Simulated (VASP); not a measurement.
Level of theory: RPBE GGA, VASP's PBE PAW potentials (set 64) (plane waves; VASP 6.6.1).

Input for VASP

KPOINTS:
```
k-points along high-symmetry lines
15
Line-mode
Reciprocal
  0.000000   0.000000   0.000000 ! GAMMA
  0.000000   0.500000   0.000000 ! X

  0.000000   0.500000   0.000000 ! X
  0.500000   0.500000   0.000000 ! M

  0.500000   0.500000   0.000000 ! M
  0.000000   0.000000   0.000000 ! GAMMA

  0.000000   0.000000   0.000000 ! GAMMA
  0.500000   0.500000   0.500000 ! R

  0.500000   0.500000   0.500000 ! R
  0.000000   0.500000   0.000000 ! X

  0.500000   0.500000   0.500000 ! R
  0.500000   0.500000   0.000000 ! M
```

File POSCAR:
```
RuAl
1
    3.0207415301     0.0000000000     0.0000000000
    0.0000000000     3.0207415301     0.0000000000
    0.0000000000     0.0000000000     3.0207415301
Al Ru
1 1
Direct
  0.5000000000   0.5000000000   0.5000000000
  0.0000000000   0.0000000000   0.0000000000
```

**INCAR**
```
! general
SYSTEM =RuAl
PREC   =Accurate
ENCUT  =520
LREAL  =.FALSE.
LASPH  =.TRUE.
ICHARG =11

! electronic loop
EDIFF  =1E-7
NELM   =100
ALGO   =Normal
LMAXMIX=4

! smearing
ISMEAR =0
SIGMA  =0.05

! functional
GGA    =RP

! output
LWAVE  =.FALSE.
LCHARG =.FALSE.
LORBIT =11
```

POTCAR, in this order: Al Ru_pv (PBE.64 set). Program: vasp_std. Read from the step before: CHGCAR.

What VASP printed:

### OSZICAR
```
       N       E                     dE             d eps       ncg     rms          rms(c)
DAV:   1     0.117974685969E+03    0.11797E+03   -0.94650E+03  2224   0.132E+03
DAV:   2    -0.102190917468E+02   -0.12819E+03   -0.12207E+03  2340   0.346E+02
DAV:   3    -0.126423603082E+02   -0.24233E+01   -0.23989E+01  2672   0.488E+01
DAV:   4    -0.126683921687E+02   -0.26032E-01   -0.26018E-01  2528   0.482E+00
DAV:   5    -0.126690971049E+02   -0.70494E-03   -0.70491E-03  2860   0.618E-01
DAV:   6    -0.126691130286E+02   -0.15924E-04   -0.15924E-04  2780   0.734E-02
DAV:   7    -0.126691132473E+02   -0.21869E-06   -0.21844E-06  2672   0.724E-03
DAV:   8    -0.126691132488E+02   -0.15123E-08   -0.17466E-08  1648   0.733E-04
   1 F= -.12669113E+02 E0= -.12668571E+02  d E =-.108387E-02
```

File OUTCAR:
```
 val. band max:       11.2177403608   @ k =   0.3929   0.5000   0.3929

 cond. band min:      11.3360987783   @ k =   0.4286   0.4286   0.4286



 k-point     1 :       0.0000    0.0000    0.0000
  band No.  band energies     occupation
      1     -31.3604      2.00000
      2     -31.3604      2.00000
      3     -31.3604      2.00000
      4       0.9122      2.00000
      5       6.9944      2.00000
      6       6.9944      2.00000
      7      10.5675      2.00000
      8      10.5675      2.00000
      9      10.5675      2.00000
     10      16.3750      0.00000
     11      16.3750      0.00000
     12      16.3750      0.00000

 k-point     2 :       0.0000    0.0357    0.0000
  band No.  band energies     occupation
      1     -31.3628      2.00000
      2     -31.3602      2.00000
      3     -31.3602      2.00000
      4       0.9362      2.00000
      5       7.0026      2.00000
      6       7.0028      2.00000
      7      10.5371      2.00000
      8      10.5371      2.00000
      9      10.5704      2.00000
     10      16.2431      0.00000
     11      16.4239      0.00000
     12      16.4239      0.00000

 k-point     3 :       0.0000    0.0714    0.0000
  band No.  band energies     occupation
      1     -31.3698      2.00000
      2     -31.3596      2.00000
      3     -31.3596      2.00000
      4       1.0078      2.00000
      5       7.0256      2.00000
      6       7.0277      2.00000
      7      10.4499      2.00000
      8      10.4499      2.00000
      9      10.5790      2.00000
     10      15.8912      0.00000
     11      16.5669      0.00000
     12      16.5669      0.00000

 k-point     4 :       0.0000    0.1071    0.0000
  band No.  band energies     occupation
      1     -31.3810      2.00000
      2     -31.3587      2.00000
      3     -31.3587      2.00000
      4       1.1264      2.00000
      5       7.0583      2.00000
      6       7.0684      2.00000
      7      10.3161      2.00000
...
```

The density is held fixed in this step, so its total energy and stress have no physical meaning.

The compound is RuAl in the CsCl type structure. It was relaxed first. The electron count is odd and the run is not spin-polarised, which forces a metal.
